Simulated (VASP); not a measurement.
Computed with PBE GGA, VASP's PBE PAW potentials (set 64) (plane waves; VASP 6.6.1).

VASP ran on this input.

**KPOINTS**
```
Automatic mesh
0
Gamma
11 11 6
0 0 0
```

File POSCAR:
```
Dy
1
    1.7893940000    -3.1207340000     0.0000000000
    1.7893940000     3.1207340000     0.0000000000
    0.0000000000     0.0000000000     5.5930390000
Dy
2
Direct
  0.3333330000   0.6666670000   0.2500000000
  0.6940780000   0.3607440000   0.7500000000
```

**INCAR**
```
SYSTEM  =  Dy
PREC  =  Accurate; ENCUT  =  400; LREAL  =  Auto
LASPH  =  T
EDIFF  =  1E-6; NELM  =  100; ALGO  =  Normal
LMAXMIX  =  6
ISMEAR  =  1; SIGMA  =  0.1
GGA  =  PE
ISIF  =  2
LWAVE  =  F; LCHARG  =  F
```

POTCAR, in this order: Dy_3 (PBE.64 set). Program: vasp_std.

The 4f electrons are frozen in the core of the lanthanide potential, so 4f levels, which can set the real gap, and their magnetism are missing.

### Question
Predict the energy per atom (σ→0), largest force, band gap (on the k-mesh).

### Answer

The energy per atom (σ→0) is -4.532 eV/atom and the band gap (on the k-mesh) comes out as none (metal, semimetal or under 0.01 eV). The largest force comes out as 0.130 eV/Å.

### OSZICAR
```
...
DAV:   5    -0.905365838528E+01   -0.39722E-02   -0.39589E-02  9435   0.101E+00    0.242E+01
DAV:   6    -0.905564473932E+01   -0.19864E-02   -0.22936E-02  9632   0.141E+00    0.145E+01
DAV:   7    -0.906441182676E+01   -0.87671E-02   -0.42518E-02  9483   0.195E+00    0.243E-01
DAV:   8    -0.906410100599E+01    0.31082E-03   -0.24015E-03  8004   0.408E-01    0.636E-02
DAV:   9    -0.906411340362E+01   -0.12398E-04   -0.21336E-04  7970   0.133E-01    0.317E-02
DAV:  10    -0.906410686595E+01    0.65377E-05   -0.32419E-05  8123   0.462E-02    0.368E-02
DAV:  11    -0.906410776769E+01   -0.90174E-06   -0.33033E-06  7114   0.155E-02
   1 F= -.90641078E+01 E0= -.90646938E+01  d E =0.175822E-02
```

The compound is Dy in the hcp structure. The cell was not relaxed at this level, atoms are displaced from their ideal sites. The run is one of a series of settings (LREAL = Auto against the base run), some of them coarse on purpose.
